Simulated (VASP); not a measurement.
# ScNb (P-6m2) in VASP: further runs

One crystal, ScNb, is run at these levels: PBE; tasks: single point.

All numbers are computed with VASP 6.6.1; they aren't measurements. Logs are shortened: lines on timing, memory, paths and dates and some standing lists are left out, and cuts for length are marked.

## Step 1: The cell of the first run

The structure is hexagonal, space group P-6m2 (No. 187). The conventional cell has a = 2.934 Å, b = 2.934 Å, c = 5.311 Å, α = 90.00°, β = 90.00°, γ = 120.00°. Sc (site symmetry -6m2) has 6 Sc at 2.93 Å and 6 Nb at 3.15 Å as nearest neighbours. Nb (site symmetry -6m2) is surrounded by 6 Nb at 2.93 Å and 6 Sc at 3.15 Å.

The cell comes from a database or a generator and needn't be the stable form of this composition.

## Step 2: Single point, PBE (strained and moved within the space group)

Input file INCAR:

```
ALGO     = Fast           # electronic algorithm
EDIFF    = 1E-7           # SCF threshold, eV
ENCUT    = 520            # plane-wave cutoff, eV
GGA      = PE             # functional
ISIF     = 2              # what is computed and relaxed
ISMEAR   = 0              # smearing method
LASPH    = True           # aspherical terms in the spheres
LCHARG   = False          # write CHGCAR
LREAL    = False          # projectors in reciprocal space
LWAVE    = False          # write WAVECAR
NBANDS   = 19             # bands
NELM     = 100            # most SCF steps
PREC     = Accurate       # precision mode
SIGMA    = 0.1            # smearing width, eV
```

Input file KPOINTS:

```
k-points
0
Gamma
  15 15 8
```

Input file POSCAR:

```
ScNb
1.0
    2.9340362488      0.0000000000      0.0000000000
   -1.4670181244      2.5409499270      0.0000000000
    0.0000000000      0.0000000000      5.3109421716
Sc Nb
1 1
Direct
    0.0000000000      0.0000000000      0.0000000000
    0.3333333300      0.6666666700      0.5000000000
```

Potentials or basis: VASP PAW PBE potentials, release 64 (Sc_sv, Nb_sv).

Command:

```
$ cat potpaw_PBE.64/Sc_sv/POTCAR potpaw_PBE.64/Nb_sv/POTCAR > POTCAR
$ mpirun -np 1 vasp_std > vasp.out
```

OUTCAR:

```text
EDIFF = 1E-7
   ENCUT = 520
   GGA = PE
   ISIF = 2
   ISMEAR = 0
   LASPH = True
   LREAL = False
   NELM = 100
   PREC = Accurate

 ion  position               nearest neighbor table
   1  0.000  0.000  0.000-   2 3.15   2 3.15   2 3.15   2 3.15   2 3.15   2 3.15
   2  0.333  0.667  0.500-   1 3.15   1 3.15   1 3.15   1 3.15   1 3.15   1 3.15

  LATTYP: Found a hexagonal cell.
 ALAT       =     2.9340362488
 C/A-ratio  =     1.8101147093

  Lattice vectors:

 A1 = (   2.9340362488,   0.0000000000,   0.0000000000)
 A2 = (  -1.4670181244,   2.5409499270,   0.0000000000)
 A3 = (   0.0000000000,   0.0000000000,   5.3109421716)

Analysis of symmetry for initial positions (statically):
=====================================================================
 Subroutine PRICEL returns:
 Original cell was already a primitive cell.

 Routine SETGRP: Setting up the symmetry group for a
 hexagonal supercell.

 Subroutine GETGRP returns: Found 12 space group operations
 (whereof 12 operations were pure point group operations)
 out of a pool of 24 trial point group operations.

The static configuration has the point symmetry D_3h.

Analysis of symmetry for dynamics (positions and initial velocities):
=====================================================================
 Subroutine PRICEL returns:
 Original cell was already a primitive cell.

 Routine SETGRP: Setting up the symmetry group for a
 hexagonal supercell.

 Subroutine GETGRP returns: Found 12 space group operations
 (whereof 12 operations were pure point group operations)
 out of a pool of 24 trial point group operations.

The dynamic configuration has the point symmetry D_3h.

 Subroutine INISYM returns: Found 12 space group operations
 (whereof 12 operations are pure point group operations),
 and found     1 'primitive' translations

----------------------------------------------------------------------------------------

                                     Primitive cell

  volume of cell :      39.5943

  direct lattice vectors                    reciprocal lattice vectors
     2.934036249  0.000000000  0.000000000     0.340827418  0.196776802  0.000000000
    -1.467018124  2.540949927  0.000000000     0.000000000  0.393553603  0.000000000
     0.000000000  0.000000000  5.310942172     0.000000000  0.000000000  0.188290508

  length of vectors
     2.934036249  2.934036249  5.310942172     0.393553603  0.393553603  0.188290508

  position of ions in fractional coordinates (direct lattice)
     0.000000000  0.000000000  0.000000000
     0.333333330  0.666666670  0.500000000

  ion indices of the primitive-cell ions
   primitive index   ion index
                 1           1
                 2           2

----------------------------------------------------------------------------------------

 KPOINTS: k-points

Automatic generation of k-mesh.
 Grid dimensions read from file:
 generate k-points for:   15   15    8

 Generating k-lattice:

  Cartesian coordinates                     Fractional coordinates (reciprocal lattice)
     0.022721828  0.013118453  0.000000000     0.066666667  0.000000000  0.000000000
     0.000000000  0.026236907  0.000000000     0.000000000  0.066666667  0.000000000
     0.000000000  0.000000000  0.023536314     0.000000000  0.000000000  0.125000000

  Length of vectors
     0.026236907  0.026236907  0.023536314

  Shift w.r.t. Gamma in fractional coordinates (k-lattice)
     0.000000000  0.000000000  0.000000000

 Subroutine IBZKPT returns following result:
 ===========================================

 Found    135 irreducible k-points:

 Following reciprocal coordinates:
            Coordinates               Weight
  0.000000  0.000000  0.000000      1.000000
  0.066667  0.000000  0.000000      6.000000
  0.133333  0.000000  0.000000      6.000000
  0.200000  0.000000  0.000000      6.000000
  0.266667  0.000000  0.000000      6.000000
  0.333333  0.000000  0.000000      6.000000
[... 16 lines left out ...]
  0.333333  0.200000  0.000000     12.000000
  0.400000  0.200000  0.000000      6.000000
 [... further k-points ...]
   k-points           NKPTS =    135   k-points in BZ     NKDIM =    135   number of bands    NBANDS=     19
   number of dos      NEDOS =    301   number of ions     NIONS =      2
   total plane-waves  NPLWV =  23040
   dimension x,y,z NGX =    24 NGY =   24 NGZ =   40
   dimension x,y,z NGXF=    48 NGYF=   48 NGZF=   80
   ions per type =               1   1
   NGX,Y,Z   is equivalent  to a cutoff of  13.60, 13.60, 12.52 a.u.
   NGXF,Y,Z  is equivalent  to a cutoff of  27.20, 27.20, 25.04 a.u.
 SYSTEM =  unknown system
   PREC   = accura    normal or accurate (medium, high low for compatibility)
   ISTART =      0    job   : 0-new  1-cont  2-samecut
   ICHARG =      2    charge: 1-file 2-atom 10-const
   ISPIN  =      1    spin polarized calculation?
   LNONCOLLINEAR =      F non collinear calculations
   LSORBIT =      F    spin-orbit coupling
   LASPH  =      T    aspherical Exc in radial PAW
   ENCUT  =  520.0 eV  38.22 Ry    6.18 a.u.   5.46  5.46  9.87*2*pi/ulx,y,z
   NELM   =    100;   NELMIN=  2; NELMDL= -5     # of ELM steps
   EDIFF  = 0.1E-06   stopping-criterion for ELM
   LREAL  =      F    real-space projection
   EDIFFG = 0.1E-05   stopping-criterion for IOM
   NSW    =      0    number of steps for IOM
   IBRION =     -1    ionic relax: 0-MD 1-quasi-New 2-CG
   NFREE  =      0    steps in history (QN), initial steepest desc. (CG)
   ISIF   =      2    stress and relaxation
   ISYM   =      2    0-nonsym 1-usesym 2-fastsym
   POTIM  = 0.5000    time-step for ionic-motion
   TEBEG  =    0.0;   TEEND  =   0.0 temperature during run
   PSTRESS=    0.0 pullay stress
   NELECT =      24.0000    total number of electrons
   NUPDOWN=      -1.0000    fix difference up-down
   EMIN   =  10.00;   EMAX   =-10.00  energy-range for DOS
   EFERMI =   0.00;   METHOD = LEGACY
   ISMEAR =     0;   SIGMA  =   0.10  broadening in eV -4-tet -1-fermi 0-gaus
   EFERMI_NEDOS =   21; number of points for ismear=-14 and -15
   IALGO  =     68    algorithm
   IMIX   =      4    mixing-type and parameters
     AMIX     =   0.40;   BMIX     =  1.00
     AMIX_MAG =   1.60;   BMIX_MAG =  1.00
  volume/ion in A,a.u.               =      19.80       133.60
  Fermi-wavevector in a.u.,A,eV,Ry     =   1.385482  2.618181 26.117201  1.919560
  Thomas-Fermi vector in A             =   2.509888
   LORBIT       =      0    0 simple, 1 ext, 2 COOP (PROOUT), +10 PAW based schemes
   GGA     = PE    functional components
   LHFCALC =     F    Hartree Fock is set to
   AEXX    =    0.0000 exact exchange contribution
   IVDW    =     0    specifies the selected vdW correction
   LEPSILON=     F    determine dielectric tensor
   LRPA    =     F    only Hartree local field effects (RPA)
 non-spin polarized calculation
 RMM-DIIS sequential band-by-band and
 Gauss-broadening in eV      SIGMA  =   0.10
  energy-cutoff  :      520.00
  volume of cell :       39.59
 maximum number of plane-waves:      1100
 NGX is ok and might be reduce to    24
   NGX = 11   NGY = 11   NGZ = 19

 number of electron      24.0000004 magnetization

 Free energy of the ion-electron system (eV)
  ---------------------------------------------------
  ext. energy  EPLUGINS =         0.00000000
  ---------------------------------------------------
  free energy    TOTEN  =       -15.95397243 eV

  energy without entropy =      -15.94381707  energy(sigma->0) =      -15.94889475

 E-fermi :   7.6069     XC(G=0): -11.3966

 val. band max:        7.6032809715   @ k =   0.2667   0.2667   0.5000
 cond. band min:       7.6198596614   @ k =   0.1333   0.0000   0.0000
 fundamental gap:      0.0165786899
 Fermi energy:         7.6069417432

 k-point     1 :       0.0000    0.0000    0.0000
  band No.  band energies     occupation
      1     -47.0157      2.00000
      2     -41.3195      2.00000
      3     -23.1609      2.00000
      4     -22.4700      2.00000
      5     -22.4700      2.00000
      6     -19.9247      2.00000
[... 11 lines left out ...]
     18      10.4960      0.00000
     19      12.0391      0.00000

 k-point     2 :       0.0667    0.0000    0.0000
  band No.  band energies     occupation
      1     -47.0091      2.00000
      2     -41.3134      2.00000
      3     -23.1526      2.00000
      4     -22.5176      2.00000
      5     -22.4808      2.00000
      6     -19.9205      2.00000
[... 11 lines left out ...]
     18      10.4038      0.00000
     19      12.0777      0.00000

 k-point     3 :       0.1333    0.0000    0.0000
  band No.  band energies     occupation
      1     -46.9905      2.00000
      2     -41.2961      2.00000
      3     -23.1292      2.00000
      4     -22.6508      2.00000
      5     -22.5110      2.00000
      6     -19.9088      2.00000
[... 11 lines left out ...]
     18      10.1694      0.00000
     19      12.1294      0.00000

 k-point     4 :       0.2000    0.0000    0.0000
  band No.  band energies     occupation
      1     -46.9628      2.00000
      2     -41.2706      2.00000
      3     -23.0946      2.00000
      4     -22.8432      2.00000
      5     -22.5552      2.00000
      6     -19.8915      2.00000
[... 11 lines left out ...]
     18      10.6411      0.00000
     19      12.1739      0.00000

 k-point     5 :       0.2667    0.0000    0.0000
  band No.  band energies     occupation
      1     -46.9309      2.00000
      2     -41.2411      2.00000
      3     -23.0590      2.00000
      4     -23.0545      2.00000
      5     -22.6055      2.00000
      6     -20.0191      2.00000
[... 11 lines left out ...]
     18      11.2412      0.00000
     19      12.1914      0.00000
[... 334 lines left out ...]
      2     -41.2059      2.00000
      3     -23.2147      2.00000
      4     -23.0067      2.00000
      5     -22.7666      2.00000
      6     -20.1413      2.00000
[... 11 lines left out ...]
     18      11.7572      0.00000
     19      12.4985      0.00000

 k-point    22 :       0.2667    0.2000    0.0000
  band No.  band energies     occupation
      1     -46.8700      2.00000
      2     -41.1848      2.00000
      3     -23.3092      2.00000
      4     -22.9781      2.00000
      5     -22.8575      2.00000
      6     -20.2154      2.00000
[... 11 lines left out ...]
     18      12.1059      0.00000
     19      13.3788      0.00000

 k-point    23 :       0.3333    0.2000    0.0000
  band No.  band energies     occupation
      1     -46.8544      2.00000
      2     -41.1705      2.00000
      3     -23.3686      2.00000
      4     -22.9587      2.00000
      5     -22.9233      2.00000
      6     -20.2617      2.00000
[... 11 lines left out ...]
     18      12.0979      0.00000
     19      14.1199      0.00000

 k-point    24 :       0.4000    0.2000    0.0000
  band No.  band energies     occupation
      1     -46.8489      2.00000
      2     -41.1655      2.00000
      3     -23.3886      2.00000
      4     -22.9518      2.00000
      5     -22.9473      2.00000
      6     -20.2773      2.00000
[... 11 lines left out ...]
     18      11.9280      0.00000
     19      14.4619      0.00000

 [... further k-points ...]
[... 5 lines left out ...]
  --------------------------------------------------------------------------------------
  -------------------------------------------------------------------------------------
  Total        1.9767544      1.9767544     -0.8964227      0.0000000      0.0000000      0.0000000
  in kB       79.9889770     79.9889770    -36.2735659      0.0000000      0.0000000      0.0000000
  external PRESSURE =      41.2347960 kB  Pullay stress =       0.0000000 kB

 VOLUME and BASIS-vectors are now :
 -----------------------------------------------------------------------------
  energy-cutoff  :      520.00
  volume of cell :       39.59
      direct lattice vectors                 reciprocal lattice vectors
     2.934036249  0.000000000  0.000000000     0.340827418  0.196776802  0.000000000
    -1.467018124  2.540949927  0.000000000     0.000000000  0.393553603  0.000000000
     0.000000000  0.000000000  5.310942172     0.000000000  0.000000000  0.188290508

 POSITION                                       TOTAL-FORCE (eV/Angst)
 -----------------------------------------------------------------------------------
      0.00000      0.00000      0.00000         0.000000     -0.000000      0.000000
     -0.00000      1.69397      2.65547        -0.000000      0.000000      0.000000
 -----------------------------------------------------------------------------------
    total drift:                                0.000027     -0.000016     -0.000000

  FREE ENERGIE OF THE ION-ELECTRON SYSTEM (eV)
  ---------------------------------------------------
  free  energy   TOTEN  =       -15.9539724309 eV

  energy  without entropy=      -15.9438170702  energy(sigma->0) =      -15.94889475
```

Run time: 3.5 min. Hardware: 1 thread of Intel Xeon Platinum 8375C at 2.90GHz (Ice Lake), shared host; peak memory 0.24 GiB.

What came out:

| Property | Result |
| --- | --- |
| Free energy | -15.9540 eV |
| Pressure | 4.1 GPa |
| Band gap on the k mesh | none (metal or under the smearing width) |

Stress tensor (GPa, compression positive):
```
 8.00  0.00  0.00
 0.00  8.00  0.00
 0.00  0.00 -3.63
```

(Continued in part 2 of 3.)
